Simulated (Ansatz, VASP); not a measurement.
# Cross-check of Mg48H95 (V_H) between VASP and Ansatz, part 2 of 2

One calculation is typed for both programs; each brings its own data sets. How far apart do they land? The cell is taken from a series of runs on this material, whose earlier steps may have relaxed, scaled, displaced or heated it; both programs get it as it stands.

VASP 6.6.1 and Ansatz 0.2.0.

So far. Step 2 (VASP: single point, PBEsol): The run ends at a pressure of -0.79 GPa, with forces up to 2.0 eV/Å.

### 3. Ansatz: single point, PBEsol

Level of this step: Ansatz beside VASP: Kohn-Sham DFT, plane waves, PBEsol (Ansatz).

Ansatz runs on its default PAW (the set named soft_2) files.

The same cell, functional, mesh and smearing now go to Ansatz.

Contents of input.yaml:

```yaml
crystal:
  lattice:
    - [0.0, 8.95437031, 6.0154814]
    - [13.43155546, 0.0, 9.0232221]
    - [8.95437031, 8.95437031, 0.0]
  atoms:
    - { symbol: Mg, position: [0.12527076539, 0.08325730369, 0.12448787407] }
    - { symbol: Mg, position: [0.37393462466, 0.25060830693, 0.37479525502] }
[... 3 atom lines left out ...]
    - { symbol: H, position: [0.2514684676, 0.16481996402, 0.09824711483] }
[... 2 atom lines left out ...]
    - { symbol: H, position: [-0.00117583557, 0.00110166162, 0.1515350203] }
    - { symbol: H, position: [0.24903941273, 0.16735399911, 0.40198241993] }
    - { symbol: H, position: [0.02733642427, 0.1481130856, 0.37426672694] }
[... 1 atom line left out ...]
    - { symbol: Mg, position: [0.12365666526, 0.08449768602, 0.62445134384] }
    - { symbol: Mg, position: [0.37543181338, 0.24920689073, 0.87501783192] }
[... 1 atom line left out ...]
    - { symbol: Mg, position: [0.25009367674, 0.16643902245, 0.74964045537] }
[... 4 atom lines left out ...]
    - { symbol: H, position: [-0.00049890476, 0.00101356188, 0.65146438853] }
[... 12 atom lines left out ...]
    - { symbol: H, position: [0.2501870687, 0.50118225804, 0.40069050794] }
    - { symbol: H, position: [0.02962739032, 0.48310165556, 0.37143718889] }
    - { symbol: H, position: [0.27870671086, 0.64892408233, 0.12245568039] }
    - { symbol: Mg, position: [0.12540011659, 0.41684804004, 0.62374512489] }
[... 1 atom line left out ...]
    - { symbol: Mg, position: [-0.00481442379, 0.33589904596, 0.50017470601] }
    - { symbol: Mg, position: [0.26206392117, 0.49695780419, 0.7458701344] }
    - { symbol: H, position: [0.00157276521, 0.33246284421, 0.84713079056] }
[... 2 atom lines left out ...]
    - { symbol: H, position: [-0.00220325504, 0.33485736551, 0.65190194844] }
    - { symbol: H, position: [0.24905085427, 0.49936723222, 0.90416061335] }
[... 1 atom line left out ...]
    - { symbol: H, position: [0.27890365112, 0.64774917847, 0.62330426878] }
[... 8 atom lines left out ...]
    - { symbol: H, position: [0.00108295525, 0.6674551536, 0.15050990867] }
[... 7 atom lines left out ...]
    - { symbol: H, position: [0.00037611771, 0.66707756276, 0.84723900816] }
[... 1 atom line left out ...]
    - { symbol: H, position: [0.2237020209, 0.6850485154, 0.87494321977] }
[... 7 atom lines left out ...]
    - { symbol: Mg, position: [0.50094862539, -0.00047545807, -0.00044537435] }
    - { symbol: Mg, position: [0.75068955866, 0.16700890673, 0.24907990082] }
[... 1 atom line left out ...]
    - { symbol: H, position: [0.75158948585, 0.16553258641, 0.09757642333] }
    - { symbol: H, position: [0.72297215352, 0.01847058008, 0.37567499399] }
    - { symbol: H, position: [0.97349229516, 0.18541545788, 0.12496771077] }
[... 2 atom lines left out ...]
    - { symbol: H, position: [0.52730046191, 0.14904130857, 0.3729278339] }
[... 5 atom lines left out ...]
    - { symbol: H, position: [0.50156342947, -0.00096473277, 0.84725067506] }
[... 1 atom line left out ...]
    - { symbol: H, position: [0.72369080022, 0.01995618185, 0.87362380483] }
[... 20 atom lines left out ...]
    - { symbol: Mg, position: [0.75071643922, 0.5003116942, 0.74904260767] }
[... 2 atom lines left out ...]
    - { symbol: H, position: [0.72298882061, 0.35152050974, 0.87673285796] }
[... 2 atom lines left out ...]
    - { symbol: H, position: [0.75117477278, 0.50037802718, 0.90120801555] }
    - { symbol: H, position: [0.52821173418, 0.48154891862, 0.87395181906] }
    - { symbol: H, position: [0.77806601112, 0.64892285743, 0.62337118108] }
    - { symbol: Mg, position: [0.62563578598, 0.7499935367, 0.12376560889] }
    - { symbol: Mg, position: [0.87527123341, 0.91674996123, 0.37434169492] }
    - { symbol: Mg, position: [0.50122495117, 0.66652190002, -0.00089721803] }
[... 1 atom line left out ...]
    - { symbol: H, position: [0.50337154744, 0.66657745347, 0.3442873766] }
[... 1 atom line left out ...]
    - { symbol: H, position: [0.7268033994, 0.68479955219, 0.37387000516] }
    - { symbol: H, position: [0.97242967679, 0.85117838814, 0.1261249528] }
    - { symbol: H, position: [0.4991567284, 0.66734796224, 0.15144052524] }
[... 1 atom line left out ...]
    - { symbol: H, position: [0.52583119115, 0.81027451834, 0.37808390491] }
[... 3 atom lines left out ...]
    - { symbol: Mg, position: [0.50538101572, 0.65878790995, 0.50285194736] }
[... 1 atom line left out ...]
    - { symbol: H, position: [0.50115527848, 0.66554279151, 0.8479696328] }
[... 3 atom lines left out ...]
    - { symbol: H, position: [0.50126948802, 0.66846169907, 0.65132941073] }
[... 2 atom lines left out ...]
    - { symbol: H, position: [0.7783183682, 0.98169548659, 0.62325103099] }
  host:
    repeats: [2, 3, 2]
    atoms:
      - { symbol: Mg, position: [0.25, 0.25, 0.25] }
      - { symbol: Mg, position: [0.75, 0.75, 0.75] }
      # ... 10 more atoms of the perfect host
total_charge: 1
basis:
  ecutwfc: 420
  xc_grid: 2
hamiltonian:
  xc: pbesol
kpoints:
  mp_grid: { grid: [1, 1, 1] }
scf:
  occupations: { method: fermi_dirac, width: 0.01 }
  max_iter: 60
output:
  forces: true
  charged_corrections:
    epsilon: [4.16, 4.16, 4.21]
    static_epsilon: [11.89, 11.89, 8.5]
    defect_position: [0.472772, 0.518152, 0.625]
checkpoint:
  read: "../qp1.relax_smeared.run"
  write: "../cc1.qp1.lm0.4.run"
  compress: false
  write_wavefunctions: false
  write_every: 100000
```

Launch:

```
> ansatz run input.yaml --threads 4 --pin off --max-ram 7536MiB --backend cpu --events-out ev --progress --plain --runs-dir out
```

Numbers of over 12 decimals in the logs are rounded to 6 here.

Log:

```text
Warning: checkpoint.read: the run can stay near the saved state's solution: 143 site(s) moved relative to the saved geometry (max |Δs| = 4.591e-2 fractional); the SCF starts from the saved state under `checkpoint.density_extrapolation: transplant`, in force with no word given; its orbitals are not used off its sites. A run without `checkpoint.read` takes nothing of the state. A lower free energy from it at the same positions (and U, V and field ramp, if any) shows a solution that this start missed, and an equal or higher one rules none out (checkpoint.read, Limitations, in the input reference)
Engine: ansatz 0.2.0, x86_64-unknown-linux-gnu
Pseudopotentials: kind: paw
Pseudopotential: Mg, paw, valence charge 10, recommended cutoff 420 eV (normal), Mg.paw.azcp
Pseudopotential: H, paw, valence charge 1, recommended cutoff 420 eV (normal), H.paw.azcp
Functional definition: PBEsol
  exchange = pbesol_x
  correlation = pbesol_c
Crystal: 143 atoms, lattice volume = 1446.977 Å³
Basis set: ecut = 420 eV, 28237 PW (Γ), exchange–correlation on 150×240×180 points (8 copies of the dense FFT grid, shifted against one another)
Bands: 430, of which v1, the nominal top of the filled ones, is band 287 counted from 1 (286 counted from 0)
Symmetry: 1 space group operations
Space group: P1 (ITA 1), of the structure as read, at distance tolerance 1.1e-4 Å
k-points: 1
Non-local potential: Mg, projectors of the file, l = 0: 3, l = 1: 2, l = 2: 1
Non-local potential: H, projectors of the file, l = 0: 2, l = 1: 1
PAW form: soft (Blöchl's): semilocal exchange-correlation on the pseudo side does not see the compensation charge
PAW frozen core: Mg, regenerated for the run's functional, and the local potential with it (the file was generated under x = pbe(κ = 0.804, μ = 0.219515), c = pbe(β = 0.066725))
PAW one-centre angular grid: Mg, 110 points (default); XC on 64 Gauss nodes
PAW one-centre angular grid: H, 110 points (default); XC on 64 Gauss nodes
Initial density: read from a saved state, or passed on in memory by an earlier SCF of this step, an earlier step, the calling program or the single point that the run made first, carried with its atoms to this geometry
Initial wavefunctions: pseudopotential atomic-orbital guess
Functional: x = pbesol(κ = 0.804, μ = 0.123457), c = pbesol(β = 0.046)
iter 1 solved again at ethr=1.71e-4 eV; its pass at ethr=3.10e-3 eV (dr2=9.80e-1 eV) is discarded
SCF iter   1: F=—  HF=-93293.093362 eV  |F-HF|=—  |Δ(HF+E_count)|=         —  Δρ=8.77e-3  dr2=9.79e-1  ethr=1.71e-4  ⟨swp⟩=14.0  Hψ=4029  notcnv=0  defer=7
preconditioner: auto → Resta (q_TF=auto, 2.339 Å⁻¹)  ε∞=2.9  [insulator: Δε(μ)=1.303 eV  Ē_g=9.853 eV  σ=0.010 eV  W_gap=1.00  n_scr=296 (ndim 8)  ℏωp=13.5 eV  f_vac=0.000  D(μ)=0.00/eV (n_scr^D=0)  ε∞_Penn≈2.9]
SCF iter   2: F=—  HF=-93292.978005 eV  |F-HF|=—  |Δ(HF+E_count)|=   1.15e-1  Δρ=4.67e-3  dr2=2.47e-1  ethr=1.71e-4  ⟨swp⟩=2.0  Hψ=500  notcnv=0  defer=137
SCF iter   3: F=—  HF=-93292.949792 eV  |F-HF|=—  |Δ(HF+E_count)|=   2.82e-2  Δρ=4.47e-4  dr2=3.72e-3  ethr=4.31e-5  ⟨swp⟩=2.0  Hψ=536  notcnv=0  defer=41
automatic band count: iteration 3 solves 333 bands in place of 430: the levels show a gap, and the empty bands left out lie too high to hold charge; the band table lists the bands solved (type scf.n_extra_bands for more)
SCF iter   4: F=—  HF=-93292.950058 eV  |F-HF|=—  |Δ(HF+E_count)|=   2.66e-4  Δρ=1.20e-4  dr2=1.64e-4  ethr=6.49e-7  ⟨swp⟩=2.0  Hψ=536  notcnv=0  defer=41
SCF iter   5: F=—  HF=-93292.950119 eV  |F-HF|=—  |Δ(HF+E_count)|=   6.08e-5  Δρ=1.81e-5  dr2=5.13e-6  ethr=2.87e-8  ⟨swp⟩=2.0  Hψ=579  notcnv=0  defer=41
SCF iter   6: F=—  HF=-93292.950071 eV  |F-HF|=—  |Δ(HF+E_count)|=   4.75e-5  Δρ=4.17e-6  dr2=2.29e-7  ethr=8.93e-10  ⟨swp⟩=2.0  Hψ=620  notcnv=0  defer=41
SCF iter   7: F=-93292.950072 eV  HF=-93292.950072 eV  |F-HF|=3.51e-9  |Δ(HF+E_count)|=   5.88e-8  Δρ=9.58e-7  dr2=1.25e-8  ethr=1.74e-11  ⟨swp⟩=10.0  Hψ=1290  notcnv=0
SCF 1 converged in 7 iterations: F = -93292.950072 eV  dr2 = 1.25e-8
  greatest PAW one-centre occupation: 1.000 electrons in one spin orbital (limit 2), on the Mg atom at site 37 (counted from 0), in its partial waves of l = 0
SCF converged after 7 iterations
Free energy (F): -93292.950072 eV
Harris-Foulkes:  -93292.950072 eV  (|F-HF|=3.51e-9)
Internal energy: -93292.950072 eV  (E = F + TS)
E sigma→0 (E₀):  -93292.950072 eV
Fermi energy:    2.543346 eV
--- Per-component energies (eV) ---
  E_band       = -17904.511783
  E_kinetic    = 4939.241036
  E_local      = -82446.665240  (includes V_loc(G=0)·N_el)
  E_nonlocal   = 4729.495427
  E_hartree    = 29543.305509
  E_xc         = -2223.476666
  E_vxc        = -2889.745986  (∫ρ·V_xc dr)
  E_paw        = -13533.668203  (= ΣΔE_a)
  E_vpaw       = -1323.329295  (= ΣTr[D̂ρ^β])
  E_aug_tail   = -0.121526  (compensation charges beyond the density's cutoff)
  E_ewald      = -34303.885798
[...]
atom  54  H     -0.02203536     0.15360194    -0.02152793
  atom  55  H     -0.01921797     0.07322184    -0.06518010
  atom  56  H      0.02115162     0.01151540    -0.08951648
  atom  57  H     -0.05526790     0.09808328    -0.09732417
  atom  58  H     -0.06577143     0.07387154    -0.05901865
  atom  59  H      0.00268603     0.02567425     0.02569497
  atom  60  Mg     0.41458594    -0.40837135     0.02871685
  atom  61  Mg     0.01734340    -0.04333498     0.05022645
  atom  62  Mg     0.03642504    -0.08058066     0.05119746
  atom  63  Mg     0.14443894    -0.00915905     0.12792578
  atom  64  H     -0.09990264     0.03281722     0.05101371
  atom  65  H     -0.10669450     0.05141123    -0.10452730
  atom  66  H     -0.15446429     0.01439502    -0.01906504
  atom  67  H     -0.07799350     0.02653483    -0.07452937
  atom  68  H     -0.03239960     0.09888825     0.04397399
  atom  69  H     -0.02614184     0.01384185    -0.04845841
  atom  70  H     -0.06680217     0.06320618    -0.06004978
  atom  71  H     -0.03264054     0.01317126    -0.02485221
  atom  72  Mg    -0.00534743     0.06527130    -0.00518506
  atom  73  Mg    -0.11440710     0.08189601    -0.09866408
  atom  74  Mg    -0.05876166     0.01944887    -0.05271542
  atom  75  Mg    -0.01085548     0.01475862    -0.05676845
  atom  76  H     -0.02623725    -0.00403314    -0.03615520
  atom  77  H     -0.00074199    -0.03643966     0.02612163
[...]
atom 136  H     -0.12684601    -0.09589049    -0.03889185
  atom 137  H     -0.03803874    -0.00063380    -0.04205435
  atom 138  H     -0.02883774     0.03179502    -0.02882171
  atom 139  H     -0.04953093     0.05027621    -0.01963988
  atom 140  H     -0.46806064    -0.14764508    -0.31406835
  atom 141  H      0.00459171     0.03788970    -0.03695153
  atom 142  H     -0.02663018     0.03048431    -0.05080043
  atom 143  H     -0.00450126     0.01516703    -0.00739794
  max |Σ_I F_I| component: 1.30e-5 eV/Å
--- Charged-cell corrections in eV (Makov–Payne, q = +1.000 e, ε = [4.160, 4.160, 4.210] of the electrons, [11.890, 11.890, 8.500] with the ions) ---
  F (periodic)     = -93292.950072  (uncorrected; the corrections below are reported, never added to it)
  E_corr1          = +0.427826  (monopole, q²α_M/2ε̄L, of the cell on which ε is isotropic)
  F Makov-Payne    = n/a  (the rows are of the electrons' constant alone; ansatz place-levels tells what screens the charge)
  no potential alignment in this run, which stands beside a crystal: run the host's input off ansatz write-host-input, and read the two finished runs by ansatz place-levels (neither reads a slab, a wire or a sheet, whose cell leaves a vacuum)
--- Band table (eV) ---
  k-point 0: bands = [... 283 lower, 1.8339, 1.8392, 2.0150, 2.0414, 3.0446, 5.6026, 5.6318, 5.8106, ... 42 higher]
```

Reading the cycles: dr2 is the Hartree energy of the density residual (eV), the measure of convergence; HF is the Harris–Foulkes estimate of the energy, which meets the free energy F at convergence.

### 4. Comparison

Known differences besides the potentials themselves: the cutoff is 420 eV in Ansatz and 520 eV in VASP (PREC = Accurate, projectors in real space); Ansatz makes its cores anew for this functional, VASP keeps those of its PBE data sets. Total energies have different zeros and are not compared.

The two programs side by side:

```csv
quantity,Ansatz,VASP,difference
gap on the k mesh (eV),1.003,0.978,+0.025
```

Forces on 7 of the 143 atoms, those with the largest forces and the largest differences (eV/Å; atoms numbered as in POSCAR):

```csv
atom,"Ansatz x, y, z","VASP x, y, z"
Mg16,"0.771, -0.785, -1.582","0.775, -0.790, -1.592"
Mg21,"0.415, -0.408, 0.029","0.419, -0.413, 0.028"
Mg37,"-1.401, 1.397, -0.010","-1.407, 1.403, -0.010"
Mg47,"0.802, -0.812, 1.612","0.807, -0.817, 1.624"
H77,"-0.460, -0.181, 0.285","-0.460, -0.181, 0.287"
H79,"-0.628, 0.640, -0.007","-0.631, 0.643, -0.007"
H140,"-0.468, -0.148, -0.314","-0.468, -0.146, -0.316"
```

The forces differ by 1.4 meV/Å r.m.s., which is 0.7 % of the r.m.s. force of 0.211 eV/Å (both taken over all components). A gap on the mesh is an upper bound, since the band edges may lie between its points. The cell carries a charge of +1 e against a uniform background, so its pressure also hangs on how the neutralising background is counted, and in a defect's cell a gap may be the spacing between its levels.

### 5. Summary of results

```yaml
r_m_s_force_difference_single_point_pbesol: 0.66 % of the r.m.s. force
```

The r.m.s. force difference is 0.66 % of the r.m.s. force (single point, PBEsol), within the 3 % picked in this series as the mark of a large difference. The data sets hold unlike numbers of valence electrons (574 in Ansatz and 190 in VASP), so part of the differences comes from the potentials. How closely two codes agree says nothing of how well the functional describes the real material.

[Lines on the potential files, build, host, timing and source positions are cut from VASP's logs without a mark.]

[Logs are printed without paths, hosts, clocks, repeated set-up lines and the standing remarks that a program may print on its own settings, such as how far it seeks lower states.]

[Hosts, paths, dates, database ids (printed as entryN), source tags and the programs' standing remarks are cut or masked in the printed files.]
